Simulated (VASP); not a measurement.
Input:

```xyz
2
Lattice="1.7500 -3.0311 0.0000 1.7500 3.0311 0.0000 0.0000 0.0000 5.5500" Properties=species:S:1:pos:R:3 pbc="T T T"
Lu     1.7500     1.0104     1.3875
Lu     1.7500    -1.0104     4.1625
```

Level of theory: PBEsol GGA, VASP's PBE PAW potentials (set 64) (plane waves; VASP). Numerical set-up: 400 eV cut-off, 11×11×6 Γ-centred mesh, first-order Methfessel-Paxton smearing of 0.10 eV, potentials Lu_3.

Energy and stress use the plane-wave basis of the starting cell.

### Question
The ions, cell shape and volume are relaxed. Give the cell that the relaxation ends in.

### Answer

```xyz
2
Lattice="1.7283 -2.9934 0.0000 1.7283 2.9934 0.0000 0.0000 0.0000 5.3737" Properties=species:S:1:pos:R:3 pbc="T T T"
Lu     1.7283     0.9978     1.3434
Lu     1.7283    -0.9978     4.0303
```
Space group P6_3/mmc (194), at a tolerance of 0.03 Å.

### Question
How do energy and volume change from the first to the last step?

### Answer
The energy (σ→0) changes by -15.2 meV/atom and the volume by -5.6 %, in 9 ionic steps.

| step | E(σ→0) (eV) | max force (eV/Å) | pressure (GPa) | volume (Å³) |
|---|---|---|---|---|
| 1 | -9.7192 | 0.000 | -2.59 | 58.88 |
| 2 | -9.7478 | 0.000 | 0.67 | 54.91 |
| 3 | -9.7491 | 0.000 | 0.12 | 55.54 |
| 4 | -9.7492 | 0.000 | 0.05 | 55.60 |
| 5 | -9.7496 | 0.000 | -0.03 | 55.67 |
| 6 | -9.7496 | 0.000 | -0.06 | 55.69 |
| 7 | -9.7496 | 0.000 | -0.06 | 55.70 |
| 8 | -9.7495 | 0.000 | -0.07 | 55.70 |
| 9 | -9.7495 | 0.000 | 0.01 | 55.60 |

The compound is Lu in the hcp structure. This run relaxes it. Symmetry was kept, so distortions that lower it aren't found.
